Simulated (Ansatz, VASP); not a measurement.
## TiAl in two plane-wave programs

Aim: how closely do two programs agree when they are given the same cell, functional and k mesh? Of the first pair: The structure shown is the end of the Ansatz relaxation below.

Calculated with Ansatz 0.2.0; plane waves, with VASP 6.6.1 beside it; single point at PBEsol, relaxation of cell and atoms at PBEsol and zone-centre phonons at PBEsol.

## Step 1: Set-up

Symmetry: P-6m2, No. 187, hexagonal system. The conventional cell has a = 2.813 Å, b = 2.813 Å, c = 4.588 Å, α = 90.00°, β = 90.00°, γ = 120.00°. Nearest to Ti lie 6 Al at 2.81 Å and 6 Ti at 2.81 Å. Al has 6 Ti at 2.81 Å and 6 Al at 2.81 Å nearest. Farther neighbours are not listed.

## Step 2: Ansatz: relaxation, PBEsol

Ansatz runs on its default PAW (the set named soft_2) files.

This run makes the geometry at which the two programs are then compared.

input.yaml reads:

```yaml
crystal:
  lattice:
    - [2.8175823162, 0.0, 0.0]
    - [-1.4087911581, 2.4400978631, 0.0]
    - [0.0, 0.0, 4.5742603664]
  atoms:
    - { symbol: Ti, position: [0.0, 0.0, 0.0] }
    - { symbol: Al, position: [0.3333333333, 0.6666666667, 0.5] }
kpoints:
  mp_grid: { grid: [18, 18, 8] }
hamiltonian:
  xc: pbesol
scf:
  occupations: { method: methfessel_paxton, width: 0.15 }
output:
  forces: true
  stress: true
  eigenvalues: true
relax:
  adjacent_minimum: "off"
  f_tol: 0.001
  max_steps: 60
  cell: { stress_tol: 0.01, fix: [volume] }
```

Started as:

```
ansatz run input.yaml --threads 4 --pin off --max-ram 7168MiB --backend cpu --events-out ev --progress --plain --runs-dir out
```

Numbers of over 12 decimals in the logs are rounded to 6 here.

Log:

```text
Engine: ansatz 0.2.0, aarch64-unknown-linux-gnu
Pseudopotentials: kind: paw
Pseudopotential: Ti, paw, valence charge 12, recommended cutoff 420 eV (normal), Ti.paw.azcp
Pseudopotential: Al, paw, valence charge 3, recommended cutoff 420 eV (normal), Al.paw.azcp
Functional definition: PBEsol
  exchange = pbesol_x
  correlation = pbesol_c
Crystal: 2 atoms, lattice volume = 31.449 Å³
Basis set: ecut = 420 eV, 615 PW (Γ), exchange–correlation on 40×40×64 points (8 copies of the dense FFT grid, shifted against one another)
Bands: 12, of which v1, the nominal top of the filled ones, is band 8 counted from 1 (7 counted from 0)
Symmetry: 12 space group operations
Space group: P-6m2 (ITA 187), of the structure as read, at distance tolerance 3.2e-5 Å
k-points: 185 of 2592 (time reversal used)
Non-local potential: Ti, projectors of the file, l = 0: 3, l = 1: 2, l = 2: 3, l = 3: 1
Non-local potential: Al, projectors of the file, l = 0: 2, l = 1: 2, l = 2: 1
PAW form: soft (Blöchl's): semilocal exchange-correlation on the pseudo side does not see the compensation charge
PAW frozen core: Ti, regenerated for the run's functional, and the local potential with it (the file was generated under x = pbe(κ = 0.804, μ = 0.219515), c = pbe(β = 0.066725))
PAW frozen core: Al, regenerated for the run's functional, and the local potential with it (the file was generated under x = pbe(κ = 0.804, μ = 0.219515), c = pbe(β = 0.066725))
PAW one-centre angular grid: Ti, 590 points (default); XC on 64 Gauss nodes
PAW one-centre angular grid: Al, 110 points (default); XC on 64 Gauss nodes
Initial density: superposition of atomic densities (neutral atoms: chi_scale 0, normalization atom), corrected by the library's trained network
Initial wavefunctions: pseudopotential atomic-orbital guess
Functional: x = pbesol(κ = 0.804, μ = 0.123457), c = pbesol(β = 0.046)
SCF iter   1: F=—  HF=-2998.947601 eV  |F-HF|=—  |Δ(HF+E_count)|=         —  Δρ=9.90e-3  dr2=4.39e-2  ethr=1.77e-3  ⟨swp⟩=5.0  Hψ=11184  notcnv=0
preconditioner: auto → none  [metal: Δε(μ)=0.006 eV  Ē_g=5.394 eV  σ=0.150 eV  W_gap=0.04  n_scr=2 (ndim 8)  ℏωp=17.5 eV  f_vac=0.000  D(μ)=2.57/eV (n_scr^D=34)  sad-step TF]
SCF iter   2: F=—  HF=-2998.942337 eV  |F-HF|=—  |Δ(HF+E_count)|=   5.26e-3  S|Δr|=    0.00e0  Δρ=6.17e-3  dr2=2.11e-2  ethr=2.93e-4  ⟨swp⟩=1.0  Hψ=3700  notcnv=0
SCF iter   3: F=—  HF=-2998.938704 eV  |F-HF|=—  |Δ(HF+E_count)|=   3.63e-3  S|Δr|=    0.00e0  Δρ=1.20e-3  dr2=9.31e-4  ethr=1.40e-4  ⟨swp⟩=1.9  Hψ=2478  notcnv=0
SCF iter   4: F=—  HF=-2998.938461 eV  |F-HF|=—  |Δ(HF+E_count)|=   2.44e-4  S|Δr|=    0.00e0  Δρ=2.89e-4  dr2=1.14e-5  ethr=6.21e-6  ⟨swp⟩=2.3  Hψ=3005  notcnv=0
SCF iter   5: F=—  HF=-2998.938427 eV  |F-HF|=—  |Δ(HF+E_count)|=   3.43e-5  S|Δr|=    0.00e0  Δρ=3.65e-5  dr2=3.39e-7  ethr=7.59e-8  ⟨swp⟩=2.1  Hψ=3373  notcnv=0
SCF iter   6: F=-2998.938427 eV  HF=-2998.938427 eV  |F-HF|=2.96e-9  |Δ(HF+E_count)|=   5.54e-8  S|Δr|=    0.00e0  Δρ=5.15e-6  dr2=5.97e-9  ethr=6.67e-10  ⟨swp⟩=5.3  Hψ=9209  notcnv=0
SCF 1 converged in 6 iterations: F = -2998.938427 eV  dr2 = 5.97e-9
  greatest PAW one-centre occupation: 0.999 electrons in one spin orbital (limit 2), on the Ti atom at site 0 (counted from 0), in its partial waves of l = 0
relax step   1: F+E_penalty+E_count = -2998.93842658 eV  Δ(F+E_penalty+E_count) = +0.000e0 eV  max|allowed force component| = 1.359e-17 eV/Å  Δτ_max = 0.0000 Å  P = +3.632 GPa  Ω = 31.449 Å³  fix = [volume]  reactions: volume +3.632 GPa  (6 SCF iters, dr2 threshold 1.00e-7 eV, accepted)
[...]
relax step   2: F+E_penalty+E_count = -2998.93862430 eV  Δ(F+E_penalty+E_count) = -1.977e-4 eV  max|allowed force component| = 2.544e-17 eV/Å  Δτ_max = 0.0000 Å  P = +3.564 GPa  Ω = 31.449 Å³  energy of the carried Pulay correction = +1.571e-6 eV  fix = [volume]  reactions: volume +3.564 GPa  (4 SCF iters, dr2 threshold 2.00e-7 eV, accepted)
[...]
relax step   3: F+E_penalty+E_count = -2998.93862213 eV  Δ(F+E_penalty+E_count) = +2.167e-6 eV  max|allowed force component| = 2.486e-17 eV/Å  Δτ_max = 0.0000 Å  P = +3.564 GPa  Ω = 31.449 Å³  fix = [volume]  reactions: volume +3.564 GPa  stress off target by 6.04e-3 GPa on what of the cell is left free  SCF on the basis re-selected at this cell (its energy is not comparable with the rows above)  (6 SCF iters)
basis re-selected at this cell: Δ(F+E_penalty+E_count) = +2.167e-6 eV, ΔP = -0.000 GPa vs the last step (what re-selecting the basis moved, of the pressure what is left beyond the Pulay correction that the steps carried, after the strain that the cell walked since its last selection, with what the two solves' SCF thresholds leave and, on support functions, any second-order correction that the steps lacked; it is no m [...]
SCF converged after 6 iterations
Stability not checked: this state was not tested for a lower state beside it, because cold or Methfessel-Paxton smearing, or corrected tetrahedra, fill the levels in a way that the test cannot read (fill_not_monotonic; see scf.lower_state_search)
Free energy (F): -2998.938622 eV
Harris-Foulkes:  -2998.938622 eV  (|F-HF|=9.09e-13)
Internal energy: -2998.937146 eV  (E = F + TS)
E sigma→0 (E₀):  -2998.938253 eV
Entropy (-TS):   -0.001476 eV (-0.738 meV/atom)
Fermi energy:    11.114947 eV
--- Per-component energies (eV) ---
  E_band       = -158.030589
  E_kinetic    = 297.675477
  E_local      = -1130.577625  (includes V_loc(G=0)·N_el)
  E_nonlocal   = 20.219811
  E_hartree    = 490.664306
  E_xc         = -137.144573
  E_vxc        = -152.013683  (∫ρ·V_xc dr)
  E_paw        = -1477.684128  (= ΣΔE_a)
  E_vpaw       = -174.663304  (= ΣTr[D̂ρ^β])
  E_aug_tail   = 0.000120  (compensation charges beyond the density's cutoff)
  E_ewald      = -1062.249058
  E_core_change = 0.158523  (= ΣΔE_core)
  E_smearing   = -0.001476  (= −TS)
  E_closure    = -0.000000  (closes the sum)
  Σ components = -2998.938622   (vs F -2998.938622, Δ=0.00e0)
--- Forces (eV/Å), atoms counted from 1 ---
  atom   1  Ti     0.00000000    -0.00000000     0.00000000
  atom   2  Al    -0.00000000     0.00000000    -0.00000000
  max |Σ_I F_I| component: 4.28e-17 eV/Å
--- Stress (GPa, compression-positive) ---
        3.566705       0.000000       0.000000
        0.000000       3.566705       0.000000
        0.000000       0.000000       3.557646
  P = ⅓ Tr σ = 3.5637 GPa (35.637 kbar)
--- Band table (eV; the first three rows and the last of 185) ---
  k-point 0: bands = [... 4 lower, 1.9214, 8.7545, 9.2670, 12.4704, 12.4704, 14.0850, 14.0850, 15.3200]
  k-point 1: bands = [... 4 lower, 2.0246, 7.9737, 9.8325, 12.4722, 12.4722, 14.0725, 14.0725, 15.6486]
  k-point 2: bands = [... 4 lower, 2.3102, 6.9489, 10.3140, 12.4768, 12.4768, 14.0427, 14.0427, 16.5104]
  k-point 184: bands = [... 4 lower, 8.9682, 9.1416, 10.4129, 10.5058, 11.1264, 12.4327, 14.5809, 16.0148]
--- Relaxed structure (2 steps of the walk, 2 accepted, 1 SCFs on fresh bases) ---
  F+E_penalty+E_count = -2998.93862213 eV   max|allowed force component| = 2.486e-17 eV/Å   (the final SCF, on the basis selected at the relaxed cell)
  cell:  # Å, volume = 31.4488 Å³
    - [2.813430, 0.0, 0.0]
    - [-1.406715, 2.436502, 0.0]
    - [0.0, 0.0, 4.587773]
  atoms:
    - { symbol: Ti, position: [0, -3.700743415524894e-17, 0.0] }
    - { symbol: Al, position: [0.333333, 0.666667, 0.5] }
```

## Step 3: VASP: single point, PBEsol

The same cell, functional, mesh and smearing now go to VASP, with its own data sets.

Lines of VASP's logs that name or quote its potential files are left out, and so is its time.

INCAR reads:

```
SYSTEM = TiAl
PREC = Accurate
ENCUT = 500
EDIFF = 1E-06
NELM = 120
ISMEAR = 1
SIGMA = 0.15
LREAL = .FALSE.
ALGO = Normal
GGA = PS
NBANDS = 13
LASPH = .TRUE.
LORBIT = 11
LWAVE = .FALSE.
LCHARG = .FALSE.
ISIF = 2
GGA_COMPAT = .FALSE.
KPAR = 2
```

POSCAR reads:

```
TiAl
1.0
    2.8134298053      0.0000000000      0.0000000000
   -1.4067149027      2.4365016832      0.0000000000
    0.0000000000      0.0000000000      4.5877731852
Ti Al
1 1
Direct
    0.0000000000      0.0000000000      0.0000000000
    0.3333333333      0.6666666667      0.5000000000
```

KPOINTS reads:

```
Automatic mesh
0
Gamma
18 18 8
0 0 0
```

PAW data sets: Ti_sv and Al (PBE family, release 64).

Started as:

```
mpirun -np 2 vasp_std
```

Log:

```text
[banner, memory and clock lines left out]
running    2 mpi-ranks, on    1 nodes
 distrk:  each k-point on    1 cores,    2 groups
 distr:  one band on    1 cores,    1 groups

 POSCAR found type information on POSCAR TiAl
 POSCAR found :  2 types and       2 ions
|                                                                             |
|               ----> ADVICE to this user running VASP <----                  |
|                                                                             |
|     You enforced a specific xc type in the INCAR file but a different       |
|     [... a line on the potential file left out ...]
|     I HOPE YOU KNOW WHAT YOU ARE DOING!                                     |
|                                                                             |

 LDA part: xc-table for (Slater+PW92), standard interpolation
 POSCAR, INCAR and KPOINTS ok, starting setup
 FFT: planning ... GRIDC
 FFT: planning ... GRID_SOFT
 FFT: planning ... GRID
 WAVECAR not read
 entering main loop
       N       E                     dE             d eps       ncg     rms          rms(c)
DAV:   1     0.951382738564E+02    0.95138E+02   -0.70385E+03  4810   0.114E+03
DAV:   2    -0.860298177676E+01   -0.10374E+03   -0.99993E+02  4980   0.308E+02
DAV:   3    -0.142843723662E+02   -0.56814E+01   -0.55306E+01  7153   0.690E+01
DAV:   4    -0.144525212712E+02   -0.16815E+00   -0.16771E+00  5644   0.106E+01
DAV:   5    -0.144594689997E+02   -0.69477E-02   -0.69471E-02  7234   0.201E+00    0.999E+00
DAV:   6    -0.131830336333E+02    0.12764E+01   -0.67280E+00  5750   0.325E+01    0.367E+00
DAV:   7    -0.129480608982E+02    0.23497E+00   -0.82515E-01  5408   0.101E+01    0.219E+00
DAV:   8    -0.129251371781E+02    0.22924E-01   -0.17562E-01  5485   0.481E+00    0.774E-01
DAV:   9    -0.129241638531E+02    0.97332E-03   -0.44097E-02  5463   0.308E+00    0.396E-01
DAV:  10    -0.129223892277E+02    0.17746E-02   -0.61582E-03  5393   0.102E+00    0.742E-02
DAV:  11    -0.129224566699E+02   -0.67442E-04   -0.76444E-04  6819   0.280E-01    0.566E-02
DAV:  12    -0.129224524244E+02    0.42455E-05   -0.29333E-05  5274   0.515E-02    0.344E-02
DAV:  13    -0.129224457763E+02    0.66481E-05   -0.11867E-05  5640   0.428E-02    0.144E-02
DAV:  14    -0.129224454616E+02    0.31472E-06   -0.15413E-06  4008   0.122E-02
   1 F= -.12922445E+02 E0= -.12921960E+02  d E =-.145761E-02
```

Parts of OUTCAR (step 3):

```text
ion  position               nearest neighbor table
   1  0.000  0.000  0.000-   2 2.81   2 2.81   2 2.81   2 2.81   2 2.81   2 2.81
   2  0.333  0.667  0.500-   1 2.81   1 2.81   1 2.81   1 2.81   1 2.81   1 2.81

  LATTYP: Found a hexagonal cell.
 ALAT       =     2.8134298053
 C/A-ratio  =     1.6306691486

 Subroutine GETGRP returns: Found 12 space group operations
 (whereof 12 operations were pure point group operations)

The static configuration has the point symmetry D_3h.

 Found    185 irreducible k-points:

   k-points           NKPTS =    185   k-points in BZ     NKDIM =    185   number of bands    NBANDS=     13

   dimension x,y,z NGX =    24 NGY =   24 NGZ =   36
   dimension x,y,z NGXF=    48 NGYF=   48 NGZF=   72

   ENCUT  =  500.0 eV  36.75 Ry    6.06 a.u.   5.13  5.13  8.36*2*pi/ulx,y,z

   NELECT =      15.0000    total number of electrons

 k-points in reciprocal lattice and weights: Automatic mesh
   0.00000000  0.00000000  0.00000000       0.000
   0.05555556 -0.00000000  0.00000000       0.002
   0.11111111 -0.00000000  0.00000000       0.002
   0.16666667 -0.00000000  0.00000000       0.002
   0.22222222 -0.00000000  0.00000000       0.002
   0.27777778 -0.00000000  0.00000000       0.002
   0.33333333 -0.00000000  0.00000000       0.002
   0.38888889 -0.00000000  0.00000000       0.002
   0.44444444 -0.00000000  0.00000000       0.002
[...]
0.33333333  0.27777778  0.50000000       0.005
   0.33333333  0.33333333  0.50000000       0.001

 average (electrostatic) potential at core
       1 -71.6951       2 -70.8507

 E-fermi :   8.3708

 k-point     1 :       0.0000    0.0000    0.0000
  band No.  band energies     occupation
    ...
      3     -23.7311      2.00000
      4     -23.7311      2.00000
      5      -0.8298      2.00000
      6       6.0036      2.00000
      7       6.5234      2.00000
      8       9.7217     -0.00000
      9       9.7217     -0.00000
     10      11.3282     -0.00000
     11      11.3282     -0.00000
     12      12.5632      0.00000
    ...

 k-point     2 :       0.0556   -0.0000    0.0000
  band No.  band energies     occupation
    ...
      3     -23.7530      2.00000
      4     -23.7360      2.00000
      5      -0.7497      2.00000
      6       6.0927      2.00000
      7       6.5297      2.00000
      8       9.6400     -0.00000
      9       9.7897     -0.00000
     10      11.3044     -0.00000
     11      11.3451     -0.00000
     12      12.5829      0.00000
    ...

 k-point     3 :       0.1111   -0.0000    0.0000
  band No.  band energies     occupation
    ...
      3     -23.8156      2.00000
      4     -23.7501      2.00000
      5      -0.5110      2.00000
      6       6.3479      2.00000
      7       6.5473      2.00000
      8       9.4173     -0.00000
      9       9.9894     -0.00000
     10      11.2366     -0.00000
     11      11.3987      0.00000
     12      12.6374      0.00000
    ...

  Total        0.6892761      0.6892761      0.7107533     -0.0000000      0.0000000     -0.0000000
  in kB       35.1155155     35.1155155     36.2096815     -0.0000000      0.0000000     -0.0000000
  external PRESSURE =      35.4802375 kB  Pullay stress =       0.0000000 kB

  energy-cutoff  :      500.00
  volume of cell :       31.45
      direct lattice vectors                 reciprocal lattice vectors
     2.813429805  0.000000000  0.000000000     0.355438049  0.205212253  0.000000000
    -1.406714903  2.436501683  0.000000000     0.000000000  0.410424506  0.000000000
     0.000000000  0.000000000  4.587773185     0.000000000  0.000000000  0.217970671

 POSITION                                       TOTAL-FORCE (eV/Angst)
 -----------------------------------------------------------------------------------
      0.00000      0.00000      0.00000        -0.000000      0.000000      0.000000
     -0.00000      1.62433      2.29389         0.000000      0.000000      0.000000
 -----------------------------------------------------------------------------------
    total drift:                                0.000000     -0.000000      0.000000

  FREE ENERGIE OF THE ION-ELECTRON SYSTEM (eV)
  ---------------------------------------------------
  free  energy   TOTEN  =       -12.9224454616 eV

  energy  without entropy=      -12.9209878498  energy(sigma->0) =      -12.92195959

 total charge
# of ion       s       p       d       tot
------------------------------------------
    1        2.231   6.146   1.953  10.330
    2        0.430   0.395   0.000   0.825
--------------------------------------------------
tot          2.661   6.541   1.953  11.155

[... 3 further parts left out ...]
```

This run has no spin polarisation. Its electron count is odd, so without a moment it is a metal by construction.

## Step 4: Comparison

Known differences besides the potentials themselves: the cutoff is 420 eV in Ansatz and 500 eV in VASP; Ansatz makes its cores anew for this functional, VASP keeps those of its PBE data sets; Ansatz's pressure holds a Pulay correction, VASP's none. Total energies have different zeros and are not compared.

The two programs side by side:

```
      quantity  Ansatz  VASP  difference
pressure (GPa)    3.56  3.55       +0.02
```

## Step 5: VASP: relaxation of cell and atoms, PBEsol

The relaxed volume is the usual yardstick between codes: in a stiff, nearly cubic crystal its relative difference is about their pressure difference at one cell divided by the bulk modulus. Its start cell is another than that of the pair before, and may be another structure of the material.

INCAR, as its differences from that of step 3:

```diff
@@ -3,3 +3,3 @@
 ENCUT = 500
-EDIFF = 1E-06
+EDIFF = 1E-07
 NELM = 120
@@ -15,4 +15,8 @@
 LCHARG = .FALSE.
-ISIF = 2
+ISIF = 3
+IBRION = 2
+NSW = 80
+EDIFFG = -0.005
 GGA_COMPAT = .FALSE.
+NELMIN = 4
 KPAR = 2
```

POSCAR reads:

```
TiAl
1.0
    2.8486090000      0.0000000000      0.0000000000
   -1.4243040000      2.4669670000      0.0000000000
    0.0000000000      0.0000000000      4.6156280000
Ti Al
1 1
Direct
    0.0000000000      0.0000000000      0.0000000000
    0.3333333333      0.6666666667      0.5000000000
```

KPOINTS is that of step 3.

Started as:

```
mpirun -np 2 vasp_std
```

Log:

```text
[banner, memory and clock lines left out]
running    2 mpi-ranks, on    1 nodes
[...]
[... a notice as in an earlier step ...]

 LDA part: xc-table for (Slater+PW92), standard interpolation
 POSCAR, INCAR and KPOINTS ok, starting setup
[...]
entering main loop
       N       E                     dE             d eps       ncg     rms          rms(c)
DAV:   1     0.944001774876E+02    0.94400E+02   -0.70927E+03  4830   0.114E+03
DAV:   2    -0.883954229708E+01   -0.10324E+03   -0.99754E+02  4975   0.308E+02
DAV:   3    -0.143610216232E+02   -0.55215E+01   -0.53904E+01  7192   0.694E+01
DAV:   4    -0.145370578290E+02   -0.17604E+00   -0.17551E+00  5650   0.109E+01
[...]
DAV:  14    -0.129330231209E+02    0.54518E-06   -0.25665E-06  5745   0.158E-02    0.256E-03
DAV:  15    -0.129330229562E+02    0.16470E-06   -0.13646E-07  4409   0.392E-03    0.177E-03
DAV:  16    -0.129330229775E+02   -0.21290E-07   -0.15559E-08  2695   0.147E-03
   1 F= -.12933023E+02 E0= -.12932455E+02  d E =-.129330E+02
[...]
DAV:   7    -0.129330914881E+02   -0.17107E-06   -0.14953E-07  4699   0.401E-03    0.229E-04
DAV:   8    -0.129330914904E+02   -0.22364E-08   -0.54221E-09  2520   0.744E-04
   2 F= -.12933091E+02 E0= -.12932532E+02  d E =-.685129E-04
 trial-energy change:   -0.000069  1 .order   -0.000069   -0.000105   -0.000033
 step:   1.4529(harm=  1.4529)  dis= 0.00000  next Energy=   -12.933099 (dE=-0.763E-04)
[...]
N       E                     dE             d eps       ncg     rms          rms(c)
DAV:   1    -0.129331670026E+02   -0.75514E-04   -0.24393E-03  5360   0.747E-01    0.620E-02
DAV:   2    -0.129331094865E+02    0.57516E-04   -0.16775E-04  4980   0.146E-01    0.240E-02
DAV:   3    -0.129330983484E+02    0.11138E-04   -0.29621E-05  6480   0.417E-02    0.515E-03
DAV:   4    -0.129330981454E+02    0.20296E-06   -0.23358E-06  5940   0.151E-02    0.486E-03
DAV:   5    -0.129330984079E+02   -0.26246E-06   -0.69945E-07  6990   0.855E-03    0.218E-03
DAV:   6    -0.129330985638E+02   -0.15588E-06   -0.17843E-07  4582   0.328E-03    0.102E-03
DAV:   7    -0.129330986281E+02   -0.64368E-07   -0.31162E-08  2495   0.191E-03
   3 F= -.12933099E+02 E0= -.12932544E+02  d E =-.756506E-04
[...]
reached required accuracy - stopping structural energy minimisation
```

Parts of OUTCAR (step 5):

```text
  Total        0.0049423      0.0049423      0.0084135      0.0000000     -0.0000000      0.0000000
  in kB        0.2443820      0.2443818      0.4160220      0.0000000     -0.0000000      0.0000000
  external PRESSURE =       0.3015953 kB  Pullay stress =       0.0000000 kB

 POSITION                                       TOTAL-FORCE (eV/Angst)
 -----------------------------------------------------------------------------------
      0.00000      0.00000      0.00000        -0.000000     -0.000000     -0.000000
      0.00000      1.64257      2.31121         0.000000      0.000000      0.000000
 -----------------------------------------------------------------------------------
    total drift:                               -0.000001     -0.000001      0.000000

  FREE ENERGIE OF THE ION-ELECTRON SYSTEM (eV)
  ---------------------------------------------------
  free  energy   TOTEN  =       -12.9330986281 eV

  energy  without entropy=      -12.9314344361  energy(sigma->0) =      -12.93254390

 reached required accuracy - stopping structural energy minimisation

[... 1 part as in an earlier step ...]

[... 2 further parts left out ...]
[key lines of the parts left out:]
E-fermi :   8.0508
```

The run keeps the 12 symmetry operations of its start, so it cannot find a distortion of lower symmetry.

[end of part 1 of 2]

[Lines on the potential files, build, host, timing and source positions are cut from VASP's logs without a mark.]

[Logs are printed without paths, hosts, clocks, repeated set-up lines and the standing remarks that a program may print on its own settings, such as how far it seeks lower states.]

[Hosts, paths, dates, database ids (printed as entryN), source tags and the programs' standing remarks are cut or masked in the printed files.]
